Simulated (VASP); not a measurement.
Runs of VASP 6.6.1 on CrN. The cell holds a sheet with vacuum, 2 atoms: a = 2.724 Å, b = 2.724 Å, c = 23.800 Å, α = 90.00°, β = 90.00°, γ = 90.00°. The cell was built by a generator and needn't be a form met in nature.

| task | potentials or basis | cell | k mesh | cutoff (eV) | smearing | atoms held fixed (from 0) | gap on the mesh (eV) | moment (μB) |
| --- | --- | --- | --- | --- | --- | --- | --- | --- |
| relaxation of the atoms | VASP PAW PBE potentials, release 64 (Cr_pv, N) | atoms relaxed | 7 × 7 × 1 | 900 | fermi-dirac 0.05 eV | [0] | none | 2.46 |
| relaxation of the atoms | VASP PAW PBE potentials, release 64 (Cr_sv_GW, N_GW) | atoms relaxed | 7 × 7 × 1 | 900 | fermi-dirac 0.05 eV | [0] | none | 2.46 |
| work function | VASP PAW PBE potentials, release 64 (Cr_pv, N) | as given | 10 × 10 × 1 | 520 | gaussian 0.05 eV | - | none | 2.37 |
| single point | VASP PAW PBE potentials, release 64 (Cr_pv, N) | as given | 10 × 10 × 1 | 520 | fermi-dirac 0.05 eV | - | none | (a) |
| relaxation of the atoms | VASP PAW PBE potentials, release 64 (Cr, N) | atoms relaxed | 7 × 7 × 1 | 900 | fermi-dirac 0.05 eV | [0] | none | 2.49 |

Alike in all rows: level PBE; spin collinear, ferromagnetic start.

Question: Fill in the values left out.

Answer: (a) 2.39.

Caveats: only a ferromagnetic start was run, and an antiferromagnetic order may lie lower in energy; the relaxation stopped at its first step, so nothing moved (some runs).

A gap of «none» marks a metal or a gap under the smearing width.

The runs don't all hold the same shells in valence.
